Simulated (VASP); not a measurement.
VASP input:

### KPOINTS
```
Automatic mesh
0
Gamma
10 10 10
0 0 0
```

POSCAR:
```
Ba
1.0
 -2.5908251507   2.5908251507   2.5908251507
  2.5908251507  -2.5908251507   2.5908251507
  2.5908251507   2.5908251507  -2.5908251507
Ba
1
direct
  0.0000000000   0.0000000000   0.0000000000
```

INCAR:
```
ALGO=Normal
EDIFF=1E-7
ENCUT=520
GGA=RE
ISIF=2
ISMEAR=1
LASPH=.TRUE.
LCHARG=.FALSE.
LMAXMIX=4
LREAL=.FALSE.
LWAVE=.FALSE.
NELM=100
PREC=Accurate
SIGMA=0.1
SYSTEM=Ba
```

POTCAR, in this order: Ba_sv (PBE.64 set). Program: vasp_std.

Question: Write an equivalent input for Quantum ESPRESSO's pw.x.

Answer: One equivalent input (not run):
```
&CONTROL
  calculation = 'scf'
  pseudo_dir = './pseudo'
  outdir = './out'
  tprnfor = .true.
  tstress = .true.
/
&SYSTEM
  ibrav = 0
  nat = 1
  ntyp = 1
  ecutwfc = 56.6
  occupations = 'smearing'
  smearing = 'methfessel-paxton'
  degauss = 0.00735
  input_dft = 'revpbe'
/
&ELECTRONS
  conv_thr = 7.3e-09
  electron_maxstep = 100
/
ATOMIC_SPECIES
  Ba 137.327 Ba.upf
CELL_PARAMETERS angstrom
    -2.5908252    2.5908252    2.5908252
     2.5908252   -2.5908252    2.5908252
     2.5908252    2.5908252   -2.5908252
ATOMIC_POSITIONS crystal
  Ba   0.0000000  0.0000000  0.0000000
K_POINTS automatic
  10 10 10 0 0 0
```
The two are equivalent in intent, not identical: the potentials are each code's own (VASP's PAW set, PseudoDojo norm-conserving files in pw.x), so ENCUT and ecutwfc are chosen apart and not converted; conv_thr bounds pw.x's estimated SCF error, while EDIFF bounds the energy change between steps.

The compound is Ba in the bcc structure. This cell is one point of a volume scan, at 1.03 of the reference volume.
